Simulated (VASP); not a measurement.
# Si24H8Cl in VASP: settings compared, part 2 of 3

VASP 6.6.1.

## 3. Single point, PBE

INCAR

```
SYSTEM = Si24H8Cl
PREC = Accurate
ENCUT = 400
EDIFF = 1E-6
ISMEAR = 0
SIGMA = 0.05
LREAL = Auto
LASPH = .TRUE.
NELM = 100
ALGO = Fast
ISIF = 2
LWAVE = .FALSE.
LCHARG = .FALSE.
GGA = PE
NBANDS = 150
ISYM = 0
NCORE = 4
```

KPOINTS

```
Automatic mesh
0
G
  1 1 1
  0 0 0
```

POSCAR

```
Si24H8Cl                                
1.0
    7.6805938572      7.6805938572      0.0000000000
   -7.6805938572      7.6805938572      0.0000000000
    0.0000000000      0.0000000000     23.4276500000
  Si              H               Cl            
    48    16     2
Selective dynamics
Direct
     0.6956084005646128    0.3010243942390798    0.4074065338052688   T   T   T
     0.8181021783709957    0.6803824708978505    0.4104669953682525   T   T   T
     0.0594779334773870    0.9442969142681018    0.4087758701219368   T   T   T
     0.3051538732964277    0.1948685119439952    0.4293292917179669   T   T   T
     0.9662494183580937    0.5374564997513516    0.4406495631126462   T   T   T
     0.2122970124940241    0.7888691359268203    0.4234431735097043   T   T   T
[... 32 lines left out ...]
     0.5016326992927254    0.9975935655867920    0.2021562510037110   T   T   T
     0.4969276591679692    0.5028931530569393    0.2031338247490373   T   T   T
     0.8750000000000000    0.3750000000000000    0.1455075519999980   F   F   F
     0.8750000000000000    0.8750000000000000    0.1455075519999980   F   F   F
     0.1250000000000000    0.1250000000000000    0.1455075519999980   F   F   F
     0.3750000000000000    0.3750000000000000    0.1455075519999980   F   F   F
     0.1250000000000000    0.6250000000000000    0.1455075519999980   F   F   F
     0.3750000000000000    0.8750000000000000    0.1455075519999980   F   F   F
[... 16 lines left out ...]
     0.7016281893000027    0.5483718106999973    0.1067115139999970   F   F   F
     0.5483718106999973    0.7016281893000027    0.1067115139999970   F   F   F
     0.2452041970520263    0.7535627503215917    0.5094121476343259   T   T   T
     0.2352346373969925    0.2570017954883709    0.5079107390513417   T   T   T
```

Potentials or basis: VASP PAW PBE potentials, release 64 (Si, H, Cl).

Launch:

```console
$ cat potpaw_PBE.64/Si/POTCAR potpaw_PBE.64/H/POTCAR potpaw_PBE.64/Cl/POTCAR > POTCAR
$ mpirun -np 8 vasp_gam > vasp.out
```

OUTCAR:

```text
SYSTEM = Si24H8Cl
   PREC = Accurate
   ENCUT = 400
   EDIFF = 1E-6
   ISMEAR = 0
   LREAL = Auto
   LASPH = .TRUE.
   NELM = 100
   ISIF = 2
   GGA = PE
   ISYM = 0

 ion  position               nearest neighbor table
   1  0.696  0.301  0.407-   8 2.29  15 2.32   9 2.33  20 3.09  24 3.14
   2  0.818  0.680  0.410-  10 2.34  16 2.34   5 2.35  24 3.09
   3  0.059  0.944  0.409-  10 2.29  11 2.29   6 2.39  19 3.11
   4  0.305  0.195  0.429-  66 2.10  11 2.37  12 2.37   7 2.45
   5  0.966  0.537  0.441-   2 2.35   9 2.38  13 2.38
   6  0.212  0.789  0.423-  65 2.08  14 2.34  13 2.35   3 2.39
[... 453 lines left out ...]
  Total       29.7286633     19.4563498      5.8162812     -0.0839479     -0.1100140      0.5677618
  in kB       17.2320775     11.2777801      3.3713796     -0.0486600     -0.0637691      0.3291004
  external PRESSURE =      10.6270791 kB  Pullay stress =       0.0000000 kB

 VOLUME and BASIS-vectors are now :
 -----------------------------------------------------------------------------
  energy-cutoff  :      400.00
  volume of cell :     2764.07
      direct lattice vectors                 reciprocal lattice vectors
     7.680593857  7.680593857  0.000000000     0.065099133  0.065099133  0.000000000
    -7.680593857  7.680593857  0.000000000    -0.065099133  0.065099133  0.000000000
     0.000000000  0.000000000 23.427650000     0.000000000  0.000000000  0.042684606

 POSITION                                       TOTAL-FORCE (eV/Angst)
 -----------------------------------------------------------------------------------
      3.03064      7.65473      9.54458        -0.095842     -0.010707     -0.090096
      1.05777     11.50925      9.61628         0.133783     -0.008627     -0.103494
     -6.79594      7.70959      9.57666         0.109448      0.005925     -0.072815
      0.84706      3.84047     10.05818         0.016933     -0.008661      0.066693
      3.29338     11.54935     10.32338        -0.050156     -0.023504      0.060137
     -4.42842      7.68955      9.92028        -0.077358      0.005020      0.053935
[... 58 lines left out ...]
     -3.90450      7.67112     11.93433         0.017771     -0.003241      0.105898
     -0.16718      3.78067     11.89916        -0.003353     -0.004725      0.062194
 -----------------------------------------------------------------------------------
    total drift:                               -0.002950      0.003901     -0.023377

  FREE ENERGIE OF THE ION-ELECTRON SYSTEM (eV)
  ---------------------------------------------------
  free  energy   TOTEN  =      -307.9285719982 eV

  energy  without entropy=     -307.9285719982  energy(sigma->0) =     -307.92857200
```

OSZICAR:

```text
N       E                     dE             d eps       ncg     rms          rms(c)
DAV:   1     0.115447375321E+04    0.11545E+04   -0.74670E+04   308   0.946E+02
DAV:   2    -0.182002568260E+03   -0.13365E+04   -0.12840E+04   370   0.199E+02
DAV:   3    -0.313033082633E+03   -0.13103E+03   -0.12859E+03   376   0.595E+01
[... 18 lines left out ...]
RMM:  22    -0.307928533127E+03   -0.17971E-04   -0.21053E-06   267   0.226E-03    0.701E-04
RMM:  23    -0.307928557975E+03   -0.24848E-04   -0.18749E-06   265   0.173E-03    0.451E-04
RMM:  24    -0.307928566058E+03   -0.80826E-05   -0.48781E-07   230   0.107E-03    0.294E-04
RMM:  25    -0.307928571319E+03   -0.52615E-05   -0.25598E-07   192   0.758E-04    0.148E-04
RMM:  26    -0.307928571998E+03   -0.67907E-06   -0.38779E-08   125   0.573E-04
   1 F= -.30792857E+03 E0= -.30792857E+03  d E =-.133848E-11
```

Wall time 2.3 min (8 MPI ranks of Intel Xeon Platinum 8488C (Sapphire Rapids), shared host); peak memory 0.35 GiB.

What came out:

- Free energy: -307.9286 eV
- Largest force: 0.381 eV/Å
- Band gap on the k mesh: 0.49 eV, direct

Forces in eV/Å, atoms in the order of the input:
```
Si  -0.096 -0.011 -0.090
Si   0.134 -0.009 -0.103
Si   0.109  0.006 -0.073
Si   0.017 -0.009  0.067
Si  -0.050 -0.024  0.060
Si  -0.077  0.005  0.054
Si   0.028  0.018  0.102
Si   0.051  0.011  0.032
Si  -0.055 -0.008  0.103
Si   0.033 -0.025  0.103
Si   0.007 -0.033  0.078
Si   0.011  0.005  0.083
Si  -0.032 -0.030  0.081
Si   0.003  0.013  0.074
Si  -0.010  0.023  0.087
Si   0.034  0.045  0.097
Si   0.004  0.003  0.033
Si  -0.062  0.004  0.143
Si  -0.035 -0.047  0.089
Si   0.036  0.067  0.096
Si   0.002  0.007  0.014
Si   0.000 -0.005  0.021
Si   0.010 -0.002  0.037
Si  -0.006 -0.004  0.177
Si   0.000 -0.012 -0.023
Si  -0.002  0.011 -0.022
Si  -0.012  0.001 -0.009
Si   0.006 -0.009 -0.030
Si   0.002  0.010 -0.014
Si   0.014 -0.005 -0.004
Si   0.002  0.012 -0.010
Si  -0.004 -0.004 -0.024
Si   0.002  0.002 -0.034
Si   0.005  0.002 -0.060
Si  -0.013  0.004 -0.046
Si  -0.001 -0.004 -0.060
Si   0.010 -0.010 -0.059
Si  -0.003  0.002 -0.055
Si   0.002  0.005 -0.053
Si  -0.010 -0.004 -0.044
Si   0.207 -0.005 -0.131
Si  -0.282  0.011 -0.161
Si  -0.293  0.004 -0.144
Si  -0.264  0.034 -0.133
Si   0.272  0.049 -0.232
Si   0.287 -0.045 -0.245
Si   0.224 -0.004 -0.148
Si  -0.243 -0.044 -0.107
H   -0.275 -0.017 -0.009
H    0.264  0.006  0.050
H   -0.256  0.028  0.069
H    0.271 -0.004 -0.019
H   -0.258 -0.037  0.067
H    0.280  0.011 -0.023
H   -0.259  0.028  0.061
H    0.299 -0.018 -0.015
H   -0.300  0.019 -0.024
H    0.264  0.006  0.051
H   -0.296 -0.017 -0.032
H    0.265 -0.005  0.051
H   -0.271  0.019 -0.019
H    0.263 -0.010  0.051
H   -0.257 -0.022  0.065
H    0.287  0.018 -0.006
Cl   0.018 -0.003  0.106
Cl  -0.003 -0.005  0.062
```

As with any semilocal functional, this PBE gap is likely too small.

## 4. Single point, RPBE

Edit INCAR of step 3 so:

```diff
@@ -13,3 +13,3 @@
 LCHARG = .FALSE.
-GGA = PE
+GGA = RP
 NBANDS = 150
```

KPOINTS is that of step 3.

POSCAR is that of step 3.

Potentials or basis: VASP PAW PBE potentials, release 64 (Si, H, Cl).

Launch:

```console
$ cat potpaw_PBE.64/Si/POTCAR potpaw_PBE.64/H/POTCAR potpaw_PBE.64/Cl/POTCAR > POTCAR
$ mpirun -np 8 vasp_gam > vasp.out
```

OUTCAR:

```text
SYSTEM = Si24H8Cl
   PREC = Accurate
   ENCUT = 400
   EDIFF = 1E-6
   ISMEAR = 0
   LREAL = Auto
   LASPH = .TRUE.
   NELM = 100
   ISIF = 2
   GGA = RP
   ISYM = 0

 ion  position               nearest neighbor table
   1  0.696  0.301  0.407-   8 2.29  15 2.32   9 2.33  20 3.09  24 3.14
   2  0.818  0.680  0.410-  10 2.34  16 2.34   5 2.35  24 3.09
   3  0.059  0.944  0.409-  10 2.29  11 2.29   6 2.39  19 3.11
   4  0.305  0.195  0.429-  66 2.10  11 2.37  12 2.37   7 2.45
   5  0.966  0.537  0.441-   2 2.35   9 2.38  13 2.38
   6  0.212  0.789  0.423-  65 2.08  14 2.34  13 2.35   3 2.39
   7  0.460  0.034  0.445-  15 2.38  14 2.39   4 2.45
   8  0.548  0.448  0.423-   1 2.29  16 2.31  12 2.32
   9  0.879  0.390  0.377-   1 2.33  17 2.36  24 2.36   5 2.38
  10  0.876  0.873  0.374-   3 2.29   2 2.34  23 2.35  18 2.42
  11  0.135  0.127  0.374-   3 2.29  17 2.35   4 2.37  19 2.37
  12  0.378  0.366  0.377-   8 2.32  20 2.34  21 2.36   4 2.37
  13  0.113  0.625  0.377-  18 2.34   6 2.35  21 2.36   5 2.38
  14  0.376  0.891  0.378-  19 2.34   6 2.34  22 2.36   7 2.39
  15  0.605  0.118  0.379-   1 2.32  23 2.37  20 2.37   7 2.38
  16  0.626  0.619  0.376-   8 2.31   2 2.34  22 2.36  24 2.39
  17  1.000  0.253  0.323-  11 2.35   9 2.36  29 2.36  25 2.37
  18  0.005  0.749  0.313-  27 2.32  26 2.33  13 2.34  10 2.42
  19  0.252  0.997  0.313-  27 2.32  28 2.33  14 2.34  11 2.37   3 3.11
  20  0.499  0.249  0.315-  32 2.33  12 2.34  28 2.34  15 2.37   1 3.09
  21  0.248  0.499  0.324-  12 2.36  13 2.36  29 2.37  30 2.38
  22  0.498  0.754  0.324-  16 2.36  14 2.36  31 2.37  30 2.38
  23  0.744  0.003  0.323-  10 2.35  31 2.36  15 2.37  25 2.38
  24  0.751  0.499  0.313-  32 2.33  26 2.34   9 2.36  16 2.39   2 3.09   1 3.14
  25  0.873  0.127  0.264-  17 2.37  23 2.38  33 2.38  35 2.38
  26  0.876  0.626  0.257-  18 2.33  34 2.33  37 2.33  24 2.34
  27  0.126  0.877  0.256-  19 2.32  18 2.32  35 2.33  38 2.33
  28  0.376  0.125  0.257-  19 2.33  36 2.33  39 2.33  20 2.34
  29  0.126  0.375  0.263-  17 2.36  36 2.37  37 2.37  21 2.37
  30  0.374  0.626  0.265-  22 2.38  38 2.38  40 2.38  21 2.38
[... 22 lines left out ...]
  53  0.202  0.048  0.107-  43 1.49
  54  0.048  0.202  0.107-  43 1.49
[... 10 lines left out ...]
  65  0.245  0.754  0.509-   6 2.08
  66  0.235  0.257  0.508-   4 2.10

IMPORTANT INFORMATION: All symmetrisations will be switched off!
NOSYMM: (Re-)initialisation of all symmetry stuff for point group C_1.

----------------------------------------------------------------------------------------

                                     Primitive cell

  volume of cell :    2764.0655

  direct lattice vectors                    reciprocal lattice vectors
     7.680593857  7.680593857  0.000000000     0.065099133  0.065099133  0.000000000
    -7.680593857  7.680593857  0.000000000    -0.065099133  0.065099133  0.000000000
     0.000000000  0.000000000 23.427650000     0.000000000  0.000000000  0.042684606

  length of vectors
    10.862000000 10.862000000 23.427650000     0.092064077  0.092064077  0.042684606

  position of ions in fractional coordinates (direct lattice)
     0.695608401  0.301024394  0.407406534
     0.818102178  0.680382471  0.410466995
     0.059477933  0.944296914  0.408775870
     0.305153873  0.194868512  0.429329292
     0.966249418  0.537456500  0.440649563
     0.212297012  0.788869136  0.423443174
[... 58 lines left out ...]
     0.245204197  0.753562750  0.509412148
     0.235234637  0.257001795  0.507910739

  ion indices of the primitive-cell ions
   primitive index   ion index
                 1           1
                 2           2
[... 95 lines left out ...]
   number of dos      NEDOS =    301   number of ions     NIONS =     66
   total plane-waves  NPLWV = 829440
   dimension x,y,z NGX =    72 NGY =   72 NGZ =  160
   dimension x,y,z NGXF=   144 NGYF=  144 NGZF=  320
   ions per type =              48  16   2
   NGX,Y,Z   is equivalent  to a cutoff of  11.02, 11.02, 11.35 a.u.
   NGXF,Y,Z  is equivalent  to a cutoff of  22.04, 22.04, 22.71 a.u.
 SYSTEM =  Si24H8Cl
   PREC   = accura    normal or accurate (medium, high low for compatibility)
   ISTART =      0    job   : 0-new  1-cont  2-samecut
   ICHARG =      2    charge: 1-file 2-atom 10-const
   ISPIN  =      1    spin polarized calculation?
   LNONCOLLINEAR =      F non collinear calculations
   LSORBIT =      F    spin-orbit coupling
   LASPH  =      T    aspherical Exc in radial PAW
   ENCUT  =  400.0 eV  29.40 Ry    5.42 a.u.  17.71 17.71 38.20*2*pi/ulx,y,z
   NELM   =    100;   NELMIN=  2; NELMDL= -5     # of ELM steps
   EDIFF  = 0.1E-05   stopping-criterion for ELM
   LREAL  =      T    real-space projection
   EDIFFG = 0.1E-04   stopping-criterion for IOM
   NSW    =      0    number of steps for IOM
   IBRION =     -1    ionic relax: 0-MD 1-quasi-New 2-CG
   NFREE  =      0    steps in history (QN), initial steepest desc. (CG)
   ISIF   =      2    stress and relaxation
   ISYM   =      0    0-nonsym 1-usesym 2-fastsym
   POTIM  = 0.5000    time-step for ionic-motion
   TEBEG  =    0.0;   TEEND  =   0.0 temperature during run
   PSTRESS=    0.0 pullay stress
   NELECT =     222.0000    total number of electrons
   NUPDOWN=      -1.0000    fix difference up-down
   EMIN   =  10.00;   EMAX   =-10.00  energy-range for DOS
   EFERMI =   0.00;   METHOD = LEGACY
   ISMEAR =     0;   SIGMA  =   0.05  broadening in eV -4-tet -1-fermi 0-gaus
   EFERMI_NEDOS =   21; number of points for ismear=-14 and -15
   IALGO  =     68    algorithm
   IMIX   =      4    mixing-type and parameters
     AMIX     =   0.40;   BMIX     =  1.00
     AMIX_MAG =   1.60;   BMIX_MAG =  1.00
  volume/ion in A,a.u.               =      41.88       282.62
  Fermi-wavevector in a.u.,A,eV,Ry     =   0.706333  1.334776  6.788039  0.498907
  Thomas-Fermi vector in A             =   1.792086
   LORBIT       =      0    0 simple, 1 ext, 2 COOP (PROOUT), +10 PAW based schemes
   GGA     = RP    functional components
   LHFCALC =     F    Hartree Fock is set to
   AEXX    =    0.0000 exact exchange contribution
   IVDW    =     0    specifies the selected vdW correction
   LEPSILON=     F    determine dielectric tensor
   LRPA    =     F    only Hartree local field effects (RPA)
 non-spin polarized calculation
 RMM-DIIS sequential band-by-band and
 Gauss-broadening in eV      SIGMA  =   0.05
  energy-cutoff  :      400.00
  volume of cell :     2764.07
 maximum number of plane-waves:     25105
 NGX is ok and might be reduce to    70
   NGX = 35   NGY = 35   NGZ = 77

 number of electron     221.9999963 magnetization

 Free energy of the ion-electron system (eV)
  ---------------------------------------------------
  ext. energy  EPLUGINS =         0.00000000
  ---------------------------------------------------
  free energy    TOTEN  =      -296.65840729 eV

  energy without entropy =     -296.65840729  energy(sigma->0) =     -296.65840729

 E-fermi :  -0.7638     XC(G=0):  -4.2008

 val. band max:       -1.0225722531   @ k =   0.0000   0.0000   0.0000
 cond. band min:      -0.5161594426   @ k =   0.0000   0.0000   0.0000
 fundamental gap:      0.5064128105
 Fermi energy:        -0.7637633674

 k-point     1 :       0.0000    0.0000    0.0000
  band No.  band energies     occupation
      1     -16.7544      2.00000
      2     -16.4836      2.00000
      3     -12.6478      2.00000
      4     -11.8365      2.00000
      5     -11.8007      2.00000
      6     -11.6430      2.00000
[... 115 lines left out ...]
    122       1.0665      0.00000
    123       1.1193      0.00000
 [bands above 123 left out]

------------------------ aborting loop because EDIFF is reached ----------------------------------------

  FORCE on cell =-STRESS in cart. coord.  units (eV):
  Direction    XX          YY          ZZ          XY          YZ          ZX
  --------------------------------------------------------------------------------------
  -------------------------------------------------------------------------------------
  Total       39.3732245     28.8075846     13.3172354     -0.0806209     -0.1308631      0.6137012
  in kB       22.8225013     16.6981787      7.7192718     -0.0467315     -0.0758542      0.3557290
  external PRESSURE =      15.7466506 kB  Pullay stress =       0.0000000 kB

 VOLUME and BASIS-vectors are now :
 -----------------------------------------------------------------------------
  energy-cutoff  :      400.00
  volume of cell :     2764.07
      direct lattice vectors                 reciprocal lattice vectors
     7.680593857  7.680593857  0.000000000     0.065099133  0.065099133  0.000000000
    -7.680593857  7.680593857  0.000000000    -0.065099133  0.065099133  0.000000000
     0.000000000  0.000000000 23.427650000     0.000000000  0.000000000  0.042684606

 POSITION                                       TOTAL-FORCE (eV/Angst)
 -----------------------------------------------------------------------------------
      3.03064      7.65473      9.54458        -0.076802     -0.005688     -0.026044
      1.05777     11.50925      9.61628         0.114711     -0.013992     -0.049133
     -6.79594      7.70959      9.57666         0.094798      0.000195     -0.013427
      0.84706      3.84047     10.05818         0.041050     -0.005689      0.070314
      3.29338     11.54935     10.32338        -0.023551     -0.038239      0.181263
     -4.42842      7.68955      9.92028        -0.080292      0.002646      0.058894
[... 58 lines left out ...]
     -3.90450      7.67112     11.93433         0.057605     -0.005713      0.262295
     -0.16718      3.78067     11.89916        -0.060671     -0.011687      0.211046
 -----------------------------------------------------------------------------------
    total drift:                               -0.002948      0.003881     -0.023229

  FREE ENERGIE OF THE ION-ELECTRON SYSTEM (eV)
  ---------------------------------------------------
  free  energy   TOTEN  =      -296.6584072868 eV

  energy  without entropy=     -296.6584072868  energy(sigma->0) =     -296.65840729
```

It took 2.6 min on 8 MPI ranks of Intel Xeon Platinum 8488C (Sapphire Rapids), shared host; peak memory 0.36 GiB.

What came out:

* Free energy: -296.6584 eV
* Largest force: 0.455 eV/Å
* Band gap on the k mesh: 0.51 eV, direct

Forces on the atoms (eV/Å):
```
Si  -0.077 -0.006 -0.026
Si   0.115 -0.014 -0.049
Si   0.095  0.000 -0.013
Si   0.041 -0.006  0.070
Si  -0.024 -0.038  0.181
Si  -0.080  0.003  0.059
Si   0.068  0.035  0.195
Si   0.021  0.020  0.156
Si  -0.034 -0.001  0.134
Si   0.000 -0.034  0.138
Si  -0.016 -0.029  0.094
Si  -0.003  0.002  0.095
Si  -0.018 -0.040  0.092
Si   0.021  0.028  0.089
Si   0.013  0.012  0.115
Si   0.009  0.054  0.128
Si   0.002  0.001  0.042
Si  -0.066  0.001  0.163
Si  -0.037 -0.045  0.103
Si   0.038  0.066  0.110
Si   0.003  0.008  0.020
Si   0.002 -0.004  0.029
Si   0.008 -0.001  0.049
Si  -0.009 -0.002  0.191
Si   0.002 -0.011 -0.024
Si  -0.001  0.008 -0.028
Si  -0.014  0.000 -0.017
Si   0.008 -0.006 -0.036
Si   0.001  0.013 -0.017
Si   0.015 -0.008 -0.004
Si   0.001  0.011 -0.014
Si  -0.003 -0.003 -0.030
Si   0.007  0.003 -0.034
Si   0.000  0.002 -0.059
Si  -0.018  0.004 -0.046
Si  -0.007 -0.005 -0.059
Si   0.015 -0.010 -0.059
Si   0.004  0.001 -0.055
Si   0.007  0.005 -0.052
Si  -0.014 -0.003 -0.045
Si   0.207 -0.006 -0.236
Si  -0.282  0.013 -0.266
Si  -0.292  0.004 -0.248
Si  -0.264  0.036 -0.237
Si   0.272  0.050 -0.338
Si   0.287 -0.045 -0.351
Si   0.223 -0.003 -0.253
Si  -0.242 -0.047 -0.211
H   -0.321 -0.017 -0.023
H    0.310  0.006  0.036
H   -0.302  0.028  0.056
H    0.318 -0.004 -0.035
H   -0.305 -0.037  0.053
H    0.326  0.011 -0.039
H   -0.305  0.028  0.047
H    0.345 -0.018 -0.031
H   -0.346  0.019 -0.040
H    0.310  0.006  0.037
H   -0.342 -0.018 -0.047
H    0.312 -0.006  0.037
H   -0.317  0.020 -0.034
H    0.310 -0.009  0.037
H   -0.304 -0.022  0.051
H    0.333  0.018 -0.021
Cl   0.058 -0.006  0.262
Cl  -0.061 -0.012  0.211
```

Caveat: the PAW data sets were made with another functional, which shifts forces and pressure a little.

(Continued in part 3 of 3.)
